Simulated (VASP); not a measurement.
# Y: surface energy and work function by face, part 3 of 5

Which face of Y is cheapest, and which holds its electrons hardest?

VASP 6.6.1; PBE; plane waves and PAW (Y_sv).

So far. Step 3 (The bulk reference, job self-consistent run, k-mesh …): The run ends at a pressure of -0.21 GPa. Step 4 (Surface relaxation, 8 atoms, face Y(0001)): The run ended after 6 ionic steps, 0.009 eV below its first step, once the forces on the free atoms met EDIFFG = -0.03.

## Step 5: Potential and states of the slab, 8 atoms, face Y(0001)

A static run writes the electrostatic potential without exchange and correlation (LVHAR), which is flat in the vacuum and gives the level to count from. The dipole correction cancels the field that unlike faces would set up across the vacuum.

INCAR reads:

```
SYSTEM = Y
PREC = Normal
ENCUT = 320
EDIFF = 1E-06
NELM = 120
ISMEAR = 1
SIGMA = 0.15
LREAL = .FALSE.
ALGO = Fast
GGA = PE
NBANDS = 54
LASPH = .TRUE.
LORBIT = 11
LWAVE = .FALSE.
LCHARG = .TRUE.
KPAR = 4
IDIPOL = 3
LDIPOL = .TRUE.
DIPOL = 0.5 0.5 0.5
LVHAR = .TRUE.
LVACPOTAV = .TRUE.
NEDOS = 1500
```

POSCAR reads:

```
Y
1.0
    3.6570626610      0.0000000000      0.0000000000
    1.8285313305      3.1671091677      0.0000000000
    0.0000000000      0.0000000000     34.8454263301
Y
8
Direct
    0.6666666700      0.6666666700      0.2160375158
    0.0000000000      0.0000000000      0.2956793022
    0.6666666700      0.6666666700      0.3780964831
    0.0000000000      0.0000000000      0.4594815102
    0.6666666700      0.6666666700      0.5405184898
    0.0000000000      0.0000000000      0.6219035169
    0.6666666700      0.6666666700      0.7043206978
    0.0000000000      0.0000000000      0.7839624842
```

KPOINTS reads:

```
Automatic mesh
0
Gamma
12 12 1
0 0 0
```

PAW data sets: Y_sv (PBE family, release 64).

The run is started by

```console
> mpirun -np 4 vasp_std
```

The program printed:

```text
[... set-up lines as in an earlier step ...]
 entering main loop
       N       E                     dE             d eps       ncg     rms          rms(c)
DAV:   1     0.407655933587E+03    0.40766E+03   -0.36125E+04  2676   0.106E+03
DAV:   2     0.693703710082E+01   -0.40072E+03   -0.38964E+03  2296   0.300E+02
DAV:   3    -0.437816278388E+02   -0.50719E+02   -0.49498E+02  3176   0.562E+01
DAV:   4    -0.528443829305E+02   -0.90628E+01   -0.89792E+01  3600   0.240E+01
DAV:   5    -0.537836573129E+02   -0.93927E+00   -0.93751E+00  2968   0.672E+00    0.711E+01
RMM:   6    -0.840509546907E+02   -0.30267E+02   -0.75312E+01  2905   0.129E+01    0.625E+01
RMM:   7    -0.122938034766E+03   -0.38887E+02   -0.92237E+01  2904   0.145E+01    0.801E+01
RMM:   8    -0.601328854285E+02    0.62805E+02   -0.55616E+00  2827   0.611E+00    0.490E+01
RMM:   9    -0.518632981772E+02    0.82696E+01   -0.93954E+00  2971   0.580E+00    0.255E+01
RMM:  10    -0.502487537606E+02    0.16145E+01   -0.15002E+00  3086   0.268E+00    0.128E+01
RMM:  11    -0.506984372477E+02   -0.44968E+00   -0.52634E-01  3029   0.157E+00    0.170E+01
RMM:  12    -0.507443890612E+02   -0.45952E-01   -0.23996E-01  3305   0.853E-01    0.172E+01
RMM:  13    -0.508829762825E+02   -0.13859E+00   -0.84668E-02  3081   0.715E-01    0.177E+01
RMM:  14    -0.500907606624E+02    0.79222E+00   -0.49213E-01  3035   0.137E+00    0.646E+00
RMM:  15    -0.500077611605E+02    0.83000E-01   -0.11149E-01  3065   0.775E-01    0.415E+00
RMM:  16    -0.499957088019E+02    0.12052E-01   -0.64255E-02  3223   0.461E-01    0.121E+00
RMM:  18    -0.500203256983E+02   -0.20101E-01   -0.50513E-02  3094   0.335E-01    0.323E+00
RMM:  19    -0.499964172098E+02    0.23908E-01   -0.17848E-02  3245   0.222E-01    0.371E-01
RMM:  20    -0.499974556219E+02   -0.10384E-02   -0.12409E-02  3353   0.143E-01    0.318E-01
RMM:  21    -0.499980938995E+02   -0.63828E-03   -0.85309E-03  3313   0.108E-01    0.284E-01
RMM:  22    -0.499987339117E+02   -0.64001E-03   -0.66000E-03  3396   0.796E-02    0.329E-01
RMM:  23    -0.499990576549E+02   -0.32374E-03   -0.51673E-03  3463   0.596E-02    0.840E-02
RMM:  24    -0.499995296728E+02   -0.47202E-03   -0.43187E-03  3346   0.471E-02    0.202E-01
RMM:  25    -0.499999629797E+02   -0.43331E-03   -0.37894E-03  3342   0.411E-02    0.192E-01
WARNING in EDDRMM: call to ZHEGV failed, returncode =   6  3     29
RMM:  30    -0.500011052409E+02   -0.18201E-03   -0.15171E-03  2359   0.161E-02    0.219E-02
RMM:  31    -0.500012487906E+02   -0.14355E-03   -0.12681E-03  2170   0.138E-02    0.232E-02
RMM:  32    -0.500013604526E+02   -0.11166E-03   -0.10712E-03  1855   0.118E-02    0.628E-03
RMM:  33    -0.500014503418E+02   -0.89889E-04   -0.89327E-04  1611   0.102E-02    0.123E-02
RMM:  34    -0.500015295143E+02   -0.79173E-04   -0.75296E-04  1664   0.933E-03    0.223E-02
RMM:  35    -0.500015932510E+02   -0.63737E-04   -0.62809E-04  1387   0.832E-03    0.282E-02
RMM:  36    -0.500016455114E+02   -0.52260E-04   -0.52329E-04  1227   0.756E-03    0.315E-02
RMM:  37    -0.500016885265E+02   -0.43015E-04   -0.43755E-04  1218   0.701E-03    0.337E-02
RMM:  38    -0.500017242584E+02   -0.35732E-04   -0.36237E-04  1201   0.646E-03    0.352E-02
RMM:  39    -0.500017547063E+02   -0.30448E-04   -0.30421E-04  1119   0.598E-03    0.385E-02
RMM:  40    -0.500017797526E+02   -0.25046E-04   -0.25147E-04  1089   0.559E-03    0.411E-02
RMM:  41    -0.500018007129E+02   -0.20960E-04   -0.21199E-04  1064   0.523E-03    0.432E-02
RMM:  42    -0.500018179911E+02   -0.17278E-04   -0.17460E-04  1058   0.491E-03    0.453E-02
RMM:  43    -0.500018326822E+02   -0.14691E-04   -0.14821E-04  1017   0.460E-03    0.472E-02
RMM:  44    -0.500018446322E+02   -0.11950E-04   -0.12134E-04   998   0.435E-03    0.488E-02
RMM:  45    -0.500018549607E+02   -0.10329E-04   -0.10414E-04  1002   0.412E-03    0.504E-02
RMM:  46    -0.500018632306E+02   -0.82699E-05   -0.85015E-05   965   0.390E-03    0.516E-02
RMM:  47    -0.500018706935E+02   -0.74628E-05   -0.73657E-05   971   0.371E-03    0.531E-02
RMM:  48    -0.500018769890E+02   -0.62955E-05   -0.60125E-05   951   0.353E-03    0.549E-02
RMM:  49    -0.500018825528E+02   -0.55639E-05   -0.52760E-05   950   0.339E-03    0.564E-02
RMM:  50    -0.500018871024E+02   -0.45495E-05   -0.42768E-05   991   0.327E-03    0.579E-02
RMM:  51    -0.500018914957E+02   -0.43933E-05   -0.38197E-05   992   0.316E-03    0.597E-02
RMM:  52    -0.500018947453E+02   -0.32497E-05   -0.30637E-05  1005   0.303E-03    0.608E-02
RMM:  53    -0.500018972628E+02   -0.25174E-05   -0.27875E-05   896   0.286E-03    0.613E-02
RMM:  54    -0.500018992151E+02   -0.19524E-05   -0.22153E-05   870   0.274E-03    0.618E-02
RMM:  55    -0.500019015307E+02   -0.23156E-05   -0.20390E-05   891   0.268E-03    0.630E-02
RMM:  56    -0.500019032469E+02   -0.17162E-05   -0.16416E-05   915   0.263E-03    0.641E-02
RMM:  57    -0.500019049652E+02   -0.17182E-05   -0.15552E-05   869   0.251E-03    0.650E-02
RMM:  58    -0.500019053924E+02   -0.42722E-06   -0.11907E-05   851   0.241E-03    0.644E-02
RMM:  59    -0.500019075929E+02   -0.22005E-05   -0.11924E-05   887   0.241E-03    0.664E-02
RMM:  60    -0.500019068769E+02    0.71594E-06   -0.89112E-06   853   0.233E-03
 -----------------------------------------------------------------------------
|                                                                             |
|           W    W    AA    RRRRR   N    N  II  N    N   GGGG   !!!           |
|           W    W   A  A   R    R  NN   N  II  NN   N  G    G  !!!           |
|           W    W  A    A  R    R  N N  N  II  N N  N  G       !!!           |
|           W WW W  AAAAAA  RRRRR   N  N N  II  N  N N  G  GGG   !            |
|           WW  WW  A    A  R   R   N   NN  II  N   NN  G    G                |
|           W    W  A    A  R    R  N    N  II  N    N   GGGG   !!!           |
|                                                                             |
|     Did not find any points to average over, which means that no vacuum     |
|     field-free region was found. Please increase the size of  your cell     |
|     in the dimension of the dipole correction to obtain accurate            |
|     workfunction values.                                                    |
|                                                                             |
 -----------------------------------------------------------------------------
```

Run time: 74 s. Hardware: 4 MPI ranks of Intel Xeon 6975P-C (Granite Rapids), shared host; peak memory 1.2 GiB; 4.9 min of CPU time.

OUTCAR, selected parts (step 5):

```text
   NELECT =      88.0000    total number of electrons

 dipolmoment           0.000000      0.000000      0.000001 electrons x Angstroem

 E-fermi :   0.9442

 k-point     1 :       0.0000    0.0000    0.0000
  band No.  band energies     occupation
    ...
     36      -2.6261      2.00000
     37      -2.0946      2.00000
     38      -1.5561      2.00000
     39      -1.1588      2.00000
     40      -0.9581      2.00000
     41       1.0783     -0.02072
     42       1.0791     -0.02245
     43       1.6883     -0.00000
     44       1.7708     -0.00000
     45       1.8313     -0.00000
    ...

  Total       -1.6679194     -1.6679194     -0.6234072      0.0000000      0.0000000     -0.0000000
  in kB       -6.6213178     -6.6213178     -2.4748061      0.0000000      0.0000000     -0.0000000
  external PRESSURE =      -5.2391472 kB  Pullay stress =       0.0000000 kB

 POSITION                                       TOTAL-FORCE (eV/Angst)
 -----------------------------------------------------------------------------------
      3.65706      2.11141      7.52792         0.000000      0.000000      0.017025
      0.00000      0.00000     10.30307         0.000000      0.000000      0.008606
      3.65706      2.11141     13.17493        -0.000000      0.000000     -0.024416
      0.00000      0.00000     16.01083         0.000000      0.000000      0.001239
      3.65706      2.11141     18.83460        -0.000000     -0.000000     -0.001239
      0.00000      0.00000     21.67049         0.000000      0.000000      0.024416
      3.65706      2.11141     24.54235        -0.000000     -0.000000     -0.008606
      0.00000      0.00000     27.31751        -0.000000     -0.000000     -0.017025
 -----------------------------------------------------------------------------------
    total drift:                               -0.000054     -0.000031      0.000075

  FREE ENERGIE OF THE ION-ELECTRON SYSTEM (eV)
  ---------------------------------------------------
  free  energy   TOTEN  =       -50.0019068769 eV

  energy  without entropy=      -49.9967239080  energy(sigma->0) =      -50.00017922

 vacuum level on the upper side and lower side of the slab         4.131         4.131

[... 8 parts as in an earlier step ...]

[... 9 further parts left out ...]
```

This step gave:

- electronic cycles: 60
- Fermi energy: 0.9442 eV
- dipole moment: 0, 0, 1.00e-6 e·Å
- vacuum levels: 4.131, 4.131 eV
- work functions of the upper and lower face: 3.187, 3.187 eV

The planar average of the electrostatic potential oscillates, so the rows of the table below give means over windows of 2.83 Å about each position, cut where the curve ends. Its maxima inside the range that stand out by 2 % of the span (Å: eV): 8.9: 0.634, 11.8: 0.778, 14.6: 0.692, 17.4: 0.646, 20.3: 0.692, 23.1: 0.778, 25.9: 0.634. Its minima: 7.5: -6.75, 10.3: -6.24, 13.2: -6.47, 16.0: -6.41, 18.8: -6.41, 21.7: -6.47, 24.5: -6.24, 27.3: -6.75.

Zero at the Fermi level. The planar average of the electrostatic potential by height; means over each step:

```tsv
height (Å)	planar average of the electrostatic potential (eV)
1.42	3.19
4.25	3.01
7.08	-3.08
9.91	-2.94
12.73	-3.00
15.57	-3.01
18.39	-3.02
21.23	-3.03
24.05	-2.87
26.88	-3.28
29.71	2.22
32.55	3.19
```

Density of states in the PAW spheres, an atom over height of the layer and energy from the Fermi level.

Ten even steps from '0' (0.00 states/eV) to '9' (1.44 states/eV), each cell a mean:
```
93544539
99988999
66566566
33444433
33333333
33333333
12222221
11111111
00000000
00000000
00000000
00000000
00000000
00000000
00000000
00000000
00000000
00000000
00000000
00000000
00000000
00000000
```
Columns: height of the layer (Å) from 7.5 to 27.3; rows upwards: energy from the Fermi level (eV) from -7.9 to 0.5.

Valence density in the ca plane at fractional y = 0.000, with atoms of Y within 0.2 Å of it. It is the smooth field of the valence electrons, not physical close to the nuclei.

Values in e/Å³, 6 rows by 16 columns, each cell a mean:
```
2.1 0.1 0.1 0.1 0.5 3.1 0.9 0.1 0.1 0.1 1.4 2.7 0.2 0.0 0.0 0.0
0.4 0.1 0.1 0.1 0.1 0.6 0.2 0.1 0.2 0.1 0.3 0.5 0.1 0.0 0.0 0.0
0.1 0.1 0.3 0.2 0.1 0.1 0.1 0.1 0.3 0.1 0.1 0.1 0.0 0.0 0.0 0.0
0.1 0.1 0.2 0.2 0.1 0.1 0.1 0.1 0.2 0.1 0.1 0.1 0.0 0.0 0.0 0.0
0.8 0.1 0.1 0.1 0.2 1.1 0.3 0.1 0.1 0.1 0.5 1.0 0.1 0.0 0.0 0.0
2.6 0.2 0.1 0.1 0.6 3.8 1.1 0.1 0.1 0.1 1.8 3.4 0.2 0.0 0.0 0.0
```
Columns run along c (16.0 Å, from fractional 0.47 to 0.93 of the cell), rows up along a (3.7 Å). Atoms in or near the plane, at fractional coordinates: Y at (0.62, 0.00), Y at (0.78, 0.00).

The map of layer states is cut here 0.5 eV above the Fermi level, so it leaves out the states above that.

The vacuum level lies 3.19 eV above the Fermi level at the upper face; both faces agree, as the slab has next to no dipole.

The program found no field-free point at its default tolerance, but its printed level agrees with the flat part of the planar average.

On this mesh the fine structure of the density of states is sampling noise, and high empty states may be cut by the number of bands.

(Continued in part 4 of 5.)

[Lines on the potential files, build, host, timing and source positions are cut from VASP's logs without a mark.]

[Logs are printed without paths, hosts, clocks, repeated set-up lines and the standing remarks that a program may print on its own settings, such as how far it seeks lower states.]

[Hosts, paths, dates, database ids (printed as entryN), source tags and the programs' standing remarks are cut or masked in the printed files.]

[Runs that stopped without an error message from VASP are left out.]
